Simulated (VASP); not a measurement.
An input for Ansatz (written as the equivalent of a VASP run, and not itself run):

Ansatz 0.2 input:
```yaml
crystal:
  lattice:
    - [3.1813437, 0.0000000, 0.0000000]
    - [-1.5906719, 2.7551244, 0.0000000]
    - [0.0000000, 0.0000000, 5.2743265]
  atoms:
    - { symbol: B, position: [0.6666670, 0.3333330, 0.5003724] }
    - { symbol: B, position: [0.3333330, 0.6666670, 0.0003724] }
    - { symbol: P, position: [0.6666670, 0.3333330, 0.8746276] }
    - { symbol: P, position: [0.3333330, 0.6666670, 0.3746276] }
kpoints:
  mp_grid: { grid: [7, 7, 4] }
hamiltonian:
  xc: r2scan
  pseudopotentials: { kind: paw }
scf:
  occupations: { method: gaussian, width: 0.05 }
  max_iter: 100
relax:
  max_steps: 60
  f_tol: 0.02
  cell: {}
output: { forces: true, stress: true, eigenvalues: true }
```

Problem. Write the VASP files for the same calculation (r2SCAN).

Solution. One answer among several that fit: 
### INCAR
```
# general
SYSTEM  = BP
PREC    = Accurate
ENCUT   = 520   # plane-wave cut-off (eV)
LREAL   = .False.   # projection in real space or not
LASPH   = .True.

# electronic loop
EDIFF   = 1E-6
NELM    = 100   # most electronic steps
ALGO    = Normal
LMIXTAU = .True.

# smearing
ISMEAR  = 0   # Gaussian
SIGMA   = 0.05   # width (eV)

# functional
METAGGA = R2SCAN

# ions
IBRION  = 2   # conjugate gradients
NSW     = 60   # most ionic steps
ISIF    = 3
EDIFFG  = -0.02   # ionic stop

# output
LWAVE   = .False.
LCHARG  = .False.
```

**POSCAR**
```
BP
1
    3.1813437310     0.0000000000    -0.0000000000
   -1.5906718655     2.7551243746     0.0000000000
    0.0000000000     0.0000000000     5.2743265178
B P
2 2
Direct
  0.6666670000   0.3333330000   0.5003723703
  0.3333330000   0.6666670000   0.0003723703
  0.6666670000   0.3333330000   0.8746276297
  0.3333330000   0.6666670000   0.3746276297
```

File KPOINTS:
```
Automatic mesh
0
Gamma
7 7 4
0 0 0
```

POTCAR, in this order: B P (PBE.64 set). Program: vasp_std.

The two are equivalent in intent, not identical: each code has its own PAW files, so the cut-off isn't converted (ENCUT is set for VASP's; basis.ecutwfc is left out, and Ansatz then takes the one that its files recommend); Ansatz stops its SCF on the density residual and VASP on the energy change (EDIFF).

The structure comes from a computed database's BP entry (P6_3mc); how it stands against other phases isn't given here. This run relaxes it. Symmetry was kept, so distortions that lower it aren't found. The start is the result of an earlier pass.
